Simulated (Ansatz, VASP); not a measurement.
## KTaP2: VASP beside Ansatz

```xyz
4
Lattice="3.6060 0.0000 0.0000 -1.8030 3.1229 0.0000 0.0000 0.0000 7.8962" Properties=species:S:1:pos:R:3 pbc="T T T"
K     0.0000    0.0000    0.0000
Ta    0.0000    0.0000    3.9481
P     0.0000    2.0819    5.4224
P     1.8030    1.0410    2.4738
```

Alike in both runs: task relaxation of cell and atoms; functional PBE; k mesh 12 × 12 × 6; occupations gaussian, width 0.1 eV; no spin polarisation.

```csv
,VASP,Ansatz
version,VASP 6.6.1,Ansatz 0.2.0
potentials or method,"VASP PAW PBE potentials, release 64 (K_sv, Ta_pv, P)","scalar-relativistic, plane waves, PAW"
plane-wave cutoff (eV),600,420
valence electrons in the cell,30,32
```

|  | VASP | Ansatz | Ansatz less VASP |
| --- | --- | --- | --- |
| gap on the k mesh at the Fermi level, each at its own relaxed structure (eV) | none | none | - |
| relaxed volume (Å³/atom) | 21.97 | 21.96 | -0.017 |
| relaxed cell length with the largest relative difference (Å) | 7.992 | 7.984 | -0.0077 |
| energy change over the relaxation (meV/atom) | -3 | -3 | 0.0 |

A gap of «none» marks a metal or a gap that the smearing closes. The two sets of potentials don't hold the same shells in valence.

Spin-orbit coupling is left out, which matters for the levels of Ta.
